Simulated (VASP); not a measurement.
Write the native input for VASP 6.6.1 that does the following.

| Property | Result |
| --- | --- |
| Task | single point |
| Functional | PBE |
| Potentials or basis | VASP PAW PBE potentials, release 64 (Eu, Fe_pv, Mg_pv) |
| Cutoff | 520 eV |
| k mesh | 6 × 6 × 5 |
| Occupations | gaussian, width 0.02 eV |
| Spin | collinear spin, ferromagnetic start |
| Starting moments | [7.0, 3.0, 0.0, 0.0] μB |
| Further INCAR settings | ALGO = Fast; EDIFF = 1e-06; NBANDS = 36 |

The structure of EuMg2Fe lies in POSCAR:

```
EuMg2Fe
1.0
    4.8417656924      0.0000000000      0.0000000000
   -2.4208828462      4.1930920888      0.0000000000
    0.0000000000      0.0000000000      5.1378410000
Eu Fe Mg
1 1 2
Direct
    0.0000000000      0.0000000000      0.5000000000
    0.0000000000      0.0000000000      0.0000000000
    0.3333333333      0.6666666667      0.0215600000
    0.6666666667      0.3333333333      0.9784400000
```

The cell comes from a database or a generator and needn't be the stable form of this composition.

These files were run (other wordings do the same):

INCAR

```
SYSTEM = EuMg2Fe
PREC = Accurate
ENCUT = 520
EDIFF = 1E-6
ISMEAR = 0
SIGMA = 0.02
LREAL = .FALSE.
LASPH = .TRUE.
NELM = 150
ALGO = Fast
ISIF = 2
LWAVE = .FALSE.
LCHARG = .FALSE.
ISPIN = 2
MAGMOM = 7 3 0 0
LORBIT = 11
LMAXMIX = 6
GGA = PE
NBANDS = 36
```

KPOINTS

```
Automatic mesh
0
G
  6 6 5
  0 0 0
```

Potentials or basis: VASP PAW PBE potentials, release 64 (Eu, Fe_pv, Mg_pv).

Launch:

```console
$ cat potpaw_PBE.64/Eu/POTCAR potpaw_PBE.64/Fe_pv/POTCAR potpaw_PBE.64/Mg_pv/POTCAR > POTCAR
$ mpirun -np 1 vasp_std > vasp.out
```

Results of the run:

```
Pressure                                              : -2.2 GPa
Largest force                                         : 0.061 eV/Å
Band gap on the k mesh                                : none (metal or under the smearing width)
Net moment                                            : 7.95 μB per cell
Site moments                                          : Eu +6.51; Fe +1.07; Mg -0.01 μB
Valence electrons inside the program's atomic spheres : Eu 14.82; Fe 12.82; Mg 6.33
```

Caveat: spin-orbit coupling is left out, which moves the levels of the heavy elements; without U or exact exchange the open f shell lies at the Fermi level, which spoils levels, moments and volumes.

It took 29 min on 1 thread of Intel(R) Xeon(R) Platinum 8259CL CPU @ 2.50GHz (Skylake/Cascade Lake), with other jobs on the host, peak memory 0.4 GiB.
